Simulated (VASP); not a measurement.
Here is the system:

```
CELL_PARAMETERS angstrom
      0.00000     1.73386     1.73386
      1.73386     0.00000     1.73386
      1.73386     1.73386     0.00000
ATOMIC_POSITIONS crystal
  Cu 0.00000 0.00000 0.00000
```

All values below come from LDA (Ceperley-Alder, Perdew-Zunger), VASP's LDA PAW potentials (set 64) (plane waves; VASP). Run with 500 eV cut-off, 18×18×18 Γ-centred mesh, first-order Methfessel-Paxton smearing of 0.10 eV, potentials Cu.

Energy and stress use the plane-wave basis of the starting cell.

Question: The ions, cell shape and volume at an external pressure of 20.0 GPa are relaxed. Predict the relaxed structure.

Answer: 
```
CELL_PARAMETERS angstrom
      0.00000     1.71168     1.71168
      1.71168     0.00000     1.71168
      1.71168     1.71168     0.00000
ATOMIC_POSITIONS crystal
  Cu 0.00000 0.00000 0.00000
```
Space group Fm-3m (225), at a tolerance of 0.03 Å.

Question: How do energy and volume change from the first to the last step?

Answer: The energy (σ→0) changes by +36.2 meV/atom and the volume by -3.8 %, in 3 ionic steps.

```json
[
 {"step": "1", "E(σ→0) (eV)": "-4.6914", "max force (eV/Å)": "0.000", "pressure (GPa)": "9.91", "volume (Å³)": "10.42"},
 {"step": "2", "E(σ→0) (eV)": "-4.5542", "max force (eV/Å)": "0.000", "pressure (GPa)": "38.51", "volume (Å³)": "9.46"},
 {"step": "3", "E(σ→0) (eV)": "-4.6552", "max force (eV/Å)": "0.000", "pressure (GPa)": "19.85", "volume (Å³)": "10.03"}
]
```

The compound is Cu in the fcc structure. This run relaxes it under an external pressure of 20 GPa. Symmetry was kept, so distortions that lower it aren't found.
